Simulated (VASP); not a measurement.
# MnRuN2 (P4/mmm) in VASP: relaxation of cell and atoms with PBE

Aim: the relaxation of cell and atoms of MnRuN2 with PBE.

All numbers are computed with VASP 6.6.1; they aren't measurements. Logs are shortened: lines on timing, memory, paths and dates and some standing lists are left out, and cuts for length are marked.

## (1) The structure

It takes space group P4/mmm (No. 123, tetragonal). Conventional cell: a = 3.648 Å, b = 3.648 Å, c = 3.921 Å, α = 90.00°, β = 90.00°, γ = 90.00°. Around Mn (site symmetry 4/mmm) lie 2 Ru at 1.96 Å. Ru (site symmetry 4/mmm) is surrounded by 2 Mn at 1.96 Å. N (site symmetry 4/mmm) has 2 N at 1.96 Å as nearest neighbours. N (site symmetry 4/mmm) has 2 N at 1.96 Å as nearest neighbours.

The cell was built by a generator and needn't be a form met in nature.

## (2) Relaxation of cell and atoms, PBE, collinear spin, ferromagnetic start

INCAR reads:

```
  PREC = Normal
  ENCUT = 520
  EDIFF = 1E-4
  ISMEAR = 0
  SIGMA = 0.15
  LREAL = F
  LASPH = T
  NELM = 60
  ALGO = Fast
  ISIF = 3
  LWAVE = F
  LCHARG = F
  ISPIN = 2
  MAGMOM = 4 1 0 0
  LORBIT = 11
  LMAXMIX = 4
  GGA = PE
  IBRION = 2
  NSW = 24
  EDIFFG = -0.08
```

KPOINTS reads:

```
regular mesh
0
Gamma
  4 4 4
```

POSCAR reads:

```
MnRuN2
1.0
    3.6476860100      0.0000000000      0.0000000000
    0.0000000000      3.6476860100      0.0000000000
    0.0000000000      0.0000000000      3.9208184700
Mn Ru N
1 1 2
Direct
    0.0000000000      0.0000000000      0.0000000000
    0.0000000000      0.0000000000      0.5000000000
    0.5000000000      0.5000000000      0.5000000000
    0.5000000000      0.5000000000      0.0000000000
```

Potentials or basis: VASP PAW PBE potentials, release 64 (Mn_pv, Ru_pv, N).

Launch:

```bash
> cat potpaw_PBE.64/Mn_pv/POTCAR potpaw_PBE.64/Ru_pv/POTCAR potpaw_PBE.64/N/POTCAR > POTCAR
> mpirun -np 1 vasp_std > vasp.out
```

OUTCAR:

```text
PREC = Normal
   ENCUT = 520
   EDIFF = 1E-4
   ISMEAR = 0
   LREAL = F
   LASPH = T
   NELM = 60
   ISIF = 3
   ISPIN = 2
   LORBIT = 11
   GGA = PE
   IBRION = 2
   NSW = 24
   EDIFFG = -0.08

 ion  position               nearest neighbor table
   1  0.000  0.000  0.000-   2 1.96   2 1.96
   2  0.000  0.000  0.500-   1 1.96   1 1.96
   3  0.500  0.500  0.500-
   4  0.500  0.500  0.000-

  LATTYP: Found a simple tetragonal cell.
 ALAT       =     3.6476860100
 C/A-ratio  =     1.0748782815

  Lattice vectors:

 A1 = (   3.6476860100,   0.0000000000,   0.0000000000)
 A2 = (   0.0000000000,   3.6476860100,   0.0000000000)
 A3 = (   0.0000000000,   0.0000000000,   3.9208184700)

Analysis of symmetry for initial positions (statically):
=====================================================================
 Subroutine PRICEL returns:
 Original cell was already a primitive cell.

 Routine SETGRP: Setting up the symmetry group for a
 simple tetragonal supercell.

 Subroutine GETGRP returns: Found 16 space group operations
 (whereof 16 operations were pure point group operations)
 out of a pool of 16 trial point group operations.

The static configuration has the point symmetry D_4h.

Analysis of symmetry for dynamics (positions and initial velocities):
=====================================================================
 Subroutine PRICEL returns:
 Original cell was already a primitive cell.

 Routine SETGRP: Setting up the symmetry group for a
 simple tetragonal supercell.

 Subroutine GETGRP returns: Found 16 space group operations
 (whereof 16 operations were pure point group operations)
 out of a pool of 16 trial point group operations.

The dynamic configuration has the point symmetry D_4h.

Analysis of structural, dynamic, and magnetic symmetry:
=====================================================================
 Subroutine PRICEL returns:
 Original cell was already a primitive cell.

 Routine SETGRP: Setting up the symmetry group for a
 simple tetragonal supercell.

 Subroutine GETGRP returns: Found 16 space group operations
 (whereof 16 operations were pure point group operations)
 out of a pool of 16 trial point group operations.

The overall configuration has the point symmetry D_4h.

 Subroutine INISYM returns: Found 16 space group operations
 (whereof 16 operations are pure point group operations),
 and found     1 'primitive' translations

----------------------------------------------------------------------------------------

                                     Primitive cell

  volume of cell :      52.1689

  direct lattice vectors                    reciprocal lattice vectors
     3.647686010  0.000000000  0.000000000     0.274146403  0.000000000  0.000000000
     0.000000000  3.647686010  0.000000000     0.000000000  0.274146403  0.000000000
     0.000000000  0.000000000  3.920818470     0.000000000  0.000000000  0.255048788

  length of vectors
     3.647686010  3.647686010  3.920818470     0.274146403  0.274146403  0.255048788

  position of ions in fractional coordinates (direct lattice)
     0.000000000  0.000000000  0.000000000
     0.000000000  0.000000000  0.500000000
     0.500000000  0.500000000  0.500000000
     0.500000000  0.500000000  0.000000000

  ion indices of the primitive-cell ions
   primitive index   ion index
                 1           1
                 2           2
                 3           3
                 4           4

----------------------------------------------------------------------------------------

 KPOINTS: regular mesh

Automatic generation of k-mesh.
 Grid dimensions read from file:
 generate k-points for:    4    4    4

 Generating k-lattice:

  Cartesian coordinates                     Fractional coordinates (reciprocal lattice)
     0.068536601  0.000000000  0.000000000     0.250000000  0.000000000  0.000000000
     0.000000000  0.068536601  0.000000000     0.000000000  0.250000000  0.000000000
     0.000000000  0.000000000  0.063762197     0.000000000  0.000000000  0.250000000

  Length of vectors
     0.068536601  0.068536601  0.063762197

  Shift w.r.t. Gamma in fractional coordinates (k-lattice)
     0.000000000  0.000000000  0.000000000

 Subroutine IBZKPT returns following result:
 ===========================================

 Found     18 irreducible k-points:

 Following reciprocal coordinates:
            Coordinates               Weight
  0.000000  0.000000  0.000000      1.000000
  0.250000  0.000000  0.000000      4.000000
  0.500000  0.000000  0.000000      2.000000
  0.250000  0.250000  0.000000      4.000000
  0.500000  0.250000  0.000000      4.000000
  0.500000  0.500000  0.000000      1.000000
[... 10 lines left out ...]
  0.500000  0.250000  0.500000      4.000000
  0.500000  0.500000  0.500000      1.000000
   k-points           NKPTS =     18   k-points in BZ     NKDIM =     18   number of bands    NBANDS=     25
   number of dos      NEDOS =    301   number of ions     NIONS =      4
   total plane-waves  NPLWV =   9600
   dimension x,y,z NGX =    20 NGY =   20 NGZ =   24
   dimension x,y,z NGXF=    40 NGYF=   40 NGZF=   48
   ions per type =               1   1   2
   NGX,Y,Z   is equivalent  to a cutoff of   9.12,  9.12, 10.18 a.u.
   NGXF,Y,Z  is equivalent  to a cutoff of  18.23, 18.23, 20.35 a.u.
 SYSTEM =  unknown system
   PREC   = normal    normal or accurate (medium, high low for compatibility)
   ISTART =      0    job   : 0-new  1-cont  2-samecut
   ICHARG =      2    charge: 1-file 2-atom 10-const
   ISPIN  =      2    spin polarized calculation?
   LNONCOLLINEAR =      F non collinear calculations
   LSORBIT =      F    spin-orbit coupling
   LASPH  =      T    aspherical Exc in radial PAW
   ENCUT  =  520.0 eV  38.22 Ry    6.18 a.u.   6.78  6.78  7.29*2*pi/ulx,y,z
   NELM   =     60;   NELMIN=  2; NELMDL= -5     # of ELM steps
   EDIFF  = 0.1E-03   stopping-criterion for ELM
   LREAL  =      F    real-space projection
   EDIFFG = -.8E-01   stopping-criterion for IOM
   NSW    =     24    number of steps for IOM
   IBRION =      2    ionic relax: 0-MD 1-quasi-New 2-CG
   NFREE  =      1    steps in history (QN), initial steepest desc. (CG)
   ISIF   =      3    stress and relaxation
   ISYM   =      2    0-nonsym 1-usesym 2-fastsym
   POTIM  = 0.5000    time-step for ionic-motion
   TEBEG  =    0.0;   TEEND  =   0.0 temperature during run
   PSTRESS=    0.0 pullay stress
   NELECT =      37.0000    total number of electrons
   NUPDOWN=      -1.0000    fix difference up-down
   EMIN   =  10.00;   EMAX   =-10.00  energy-range for DOS
   EFERMI =   0.00;   METHOD = LEGACY
   ISMEAR =     0;   SIGMA  =   0.15  broadening in eV -4-tet -1-fermi 0-gaus
   EFERMI_NEDOS =   21; number of points for ismear=-14 and -15
   IALGO  =     68    algorithm
   IMIX   =      4    mixing-type and parameters
     AMIX     =   0.40;   BMIX     =  1.00
     AMIX_MAG =   1.60;   BMIX_MAG =  1.00
  volume/ion in A,a.u.               =      13.04        88.01
  Fermi-wavevector in a.u.,A,eV,Ry     =   1.459951  2.758907 29.000221  2.131456
  Thomas-Fermi vector in A             =   2.576458
   LORBIT       =     11    0 simple, 1 ext, 2 COOP (PROOUT), +10 PAW based schemes
   GGA     = PE    functional components
   LHFCALC =     F    Hartree Fock is set to
   AEXX    =    0.0000 exact exchange contribution
   IVDW    =     0    specifies the selected vdW correction
   LEPSILON=     F    determine dielectric tensor
   LRPA    =     F    only Hartree local field effects (RPA)
 conjugate gradient relaxation of ions
 spin polarized calculation
 RMM-DIIS sequential band-by-band and
 Gauss-broadening in eV      SIGMA  =   0.15
  energy-cutoff  :      520.00
  volume of cell :       52.17
 maximum number of plane-waves:      1436
   NGX = 13   NGY = 13   NGZ = 15

--------------------------------------- Ionic step        1  -------------------------------------------

 number of electron      36.9999938 magnetization       1.0357169

 Free energy of the ion-electron system (eV)
  ---------------------------------------------------
  ext. energy  EPLUGINS =         0.00000000
  ---------------------------------------------------
  free energy    TOTEN  =       -24.39532625 eV

  energy without entropy =      -24.35652630  energy(sigma->0) =      -24.37592627

------------------------ aborting loop because EDIFF is reached ----------------------------------------

  FORCE on cell =-STRESS in cart. coord.  units (eV):
  Direction    XX          YY          ZZ          XY          YZ          ZX
  --------------------------------------------------------------------------------------
  -------------------------------------------------------------------------------------
  Total      -12.6317098    -12.6317098     20.9075682      0.0000000      0.0000000      0.0000000
  in kB     -387.9369018   -387.9369018    642.0997118      0.0000000      0.0000000      0.0000000
  external PRESSURE =     -44.5913639 kB  Pullay stress =       0.0000000 kB
[... 99 lines left out ...]
  FREE ENERGIE OF THE ION-ELECTRON SYSTEM (eV)
  ---------------------------------------------------
  free  energy   TOTEN  =       -12.1035155158 eV

  energy  without entropy=      -12.0804291504  energy(sigma->0) =      -12.09197233

 E-fermi :  10.1348     XC(G=0): -13.2928

 val. band max:       10.1240578305   @ k =   0.2500   0.0000   0.2500
 cond. band min:      10.1438150775   @ k =   0.2500   0.2500   0.0000
 fundamental gap:      0.0197572470
 Fermi energy:        10.1348114368

 spin component 1

 k-point     1 :       0.0000    0.0000    0.0000
  band No.  band energies     occupation
      1     -38.6214      1.00000
      2     -38.6214      1.00000
      3     -37.9033      1.00000
      4     -33.8878      1.00000
      5     -33.8878      1.00000
      6     -33.1547      1.00000
[... 1000 lines left out ...]
     24      14.0607      0.00000
     25      17.9345      0.00000

[... ionic steps 4 to 12 ...]

--------------------------------------- Ionic step       13  -------------------------------------------

 number of electron      37.0000015 magnetization       0.0585976

 number of electron      37.0000015 magnetization      -0.0056255
[... 75 lines left out ...]
 number of electron      36.9999957 magnetization       0.0253253

 number of electron      36.9999957 magnetization      -0.0041657

 Free energy of the ion-electron system (eV)
  ---------------------------------------------------
  ext. energy  EPLUGINS =         0.00000000
  ---------------------------------------------------
  free energy    TOTEN  =       -32.67394829 eV

  energy without entropy =      -32.61518105  energy(sigma->0) =      -32.64456467

 E-fermi :   9.2736     XC(G=0): -12.9730

 val. band max:        9.2723532081   @ k =   0.2500   0.2500   0.0000
 cond. band min:       9.2741013614   @ k =   0.2500   0.2500   0.0000
 fundamental gap:      0.0017481533
 Fermi energy:         9.2735634578

 spin component 1

 k-point     1 :       0.0000    0.0000    0.0000
  band No.  band energies     occupation
      1     -39.4305      1.00000
      2     -39.4305      1.00000
      3     -38.7037      1.00000
      4     -34.5738      1.00000
      5     -34.5738      1.00000
      6     -33.8763      1.00000
[... 1031 lines left out ...]
  FREE ENERGIE OF THE ION-ELECTRON SYSTEM (eV)
  ---------------------------------------------------
  free  energy   TOTEN  =       -32.6739482916 eV

  energy  without entropy=      -32.6151810476  energy(sigma->0) =      -32.64456467

 reached required accuracy - stopping structural energy minimisation

 total charge

# of ion       s       p       d       tot
------------------------------------------
    1        0.328   6.363   5.146  11.837
    2        0.397   6.370   6.075  12.842
    3        1.284   2.419   0.000   3.703
    4        1.280   2.334   0.000   3.614
--------------------------------------------------
tot          3.289  17.486  11.222  31.997

 magnetization (x)

# of ion       s       p       d       tot
------------------------------------------
    1       -0.000   0.000  -0.004  -0.004
    2       -0.000  -0.000  -0.001  -0.001
    3       -0.000  -0.001   0.000  -0.001
    4        0.000   0.000   0.000   0.000
--------------------------------------------------
tot         -0.000  -0.000  -0.005  -0.005
```

Wall time 4.8 min (1 thread of Intel Xeon Platinum 8488C (Sapphire Rapids), shared host); peak memory 0.17 GiB.

What came out:

| Item | Value |
| --- | --- |
| Free energy | -32.6739 eV |
| Relaxed volume | 10.16 Å³/atom |
| Relaxed cell | a = 2.752 Å, b = 2.752 Å, c = 5.367 Å, α = 90.00°, β = 90.00°, γ = 90.00° |
| Space group after relaxing (to 0.05 Å) | P4/mmm (No. 123) |
| Energy gained by relaxing | 2069.7 meV/atom |
| Ionic steps | 15 |
| Pressure after relaxing | -0.2 GPa |
| Band gap on the k mesh | none (metal or under the smearing width) |
| Net moment | 0.00 μB per cell |
| Valence electrons inside the program's atomic spheres | Mn 11.84; Ru 12.84; N 3.70, 3.61 |

Step by step:
```tsv
step	energy change (eV)	largest force (eV/Å)	pressure (GPa)	volume (Å³)
1	0.0000	0.0000	-4.46	52.17
2	-5.8287	0.0000	-36.50	46.94
3	12.2918	0.0000	367.32	32.36
4	-6.8016	0.0000	-34.64	45.51
5	-7.9295	0.0000	24.79	40.25
6	-8.0991	0.0000	-8.66	43.01
7	-8.2203	0.0000	-10.72	41.87
8	-8.2377	0.0000	-8.77	42.16
9	-8.1026	0.0000	19.43	38.40
10	-8.2729	0.0000	-2.67	41.06
11	-8.2727	0.0000	0.82	40.73
12	-8.2753	0.0000	2.32	40.82
13	-8.2733	0.0000	-0.13	40.94
14	-8.2786	0.0000	0.14	40.55
15	-8.2786	0.0000	-0.20	40.64
```

Final structure:
```yaml
crystal:
  lattice:
    - [2.75182, 0.00000, 0.00000]
    - [0.00000, 2.75182, 0.00000]
    - [0.00000, 0.00000, 5.36680]
  atoms:
    - { symbol: Mn, position: [0.00000, 0.00000, 0.00000] }
    - { symbol: Ru, position: [0.00000, 0.00000, 0.50000] }
    - { symbol: N, position: [0.50000, 0.50000, 0.50000] }
    - { symbol: N, position: [0.50000, 0.50000, 0.00000] }
```

Levels at points of the mesh, in eV from the Fermi level:
Spin up:
| k point | band 15 | band 16 | band 17 | band 18 | band 19 | band 20 | band 21 | band 22 |
| --- | --- | --- | --- | --- | --- | --- | --- | --- |
| (0.00, 0.00, 0.00) | -1.65 | -1.54 | -1.54 | -1.49 | -1.49 | -1.16 | -0.78 | 0.12 |
| (0.50, 0.00, 0.00) | -3.10 | -1.11 | 0.14 | 0.26 | 0.35 | 1.40 | 2.68 | 3.04 |
| (0.50, 0.50, 0.00) | -3.79 | -2.72 | -0.77 | -0.77 | -0.21 | 0.27 | 0.57 | 1.05 |
| (0.00, 0.00, 0.50) | -1.82 | -1.82 | -1.64 | -0.90 | -0.90 | -0.78 | -0.40 | -0.38 |
| (0.50, 0.00, 0.50) | -2.18 | -1.01 | -0.80 | -0.13 | 0.43 | 0.59 | 1.89 | 2.11 |
| (0.50, 0.50, 0.50) | -2.68 | -1.54 | -1.54 | -1.39 | -1.39 | -0.52 | 0.28 | 0.57 |
Spin down:
```tsv
k point	band 15	band 16	band 17	band 18	band 19	band 20	band 21	band 22
(0.00, 0.00, 0.00)	-1.65	-1.54	-1.54	-1.49	-1.49	-1.16	-0.78	0.12
(0.50, 0.00, 0.00)	-3.10	-1.11	0.13	0.25	0.35	1.40	2.68	3.04
(0.50, 0.50, 0.00)	-3.79	-2.72	-0.77	-0.77	-0.21	0.27	0.57	1.05
(0.00, 0.00, 0.50)	-1.82	-1.82	-1.64	-0.90	-0.90	-0.78	-0.40	-0.38
(0.50, 0.00, 0.50)	-2.18	-1.01	-0.80	-0.13	0.42	0.59	1.89	2.11
(0.50, 0.50, 0.50)	-2.68	-1.54	-1.54	-1.39	-1.39	-0.52	0.27	0.57
```

Caveat: the k mesh is coarse (spacing up to 0.43 Å⁻¹), so the values aren't converged; the starting moments collapsed, and a magnetic state may lie lower; the volume moved by over 15 % at a fixed basis, so the end points are rough; the relaxation stopped at a loose force limit of 0.08 eV/Å, so its end isn't a converged minimum.
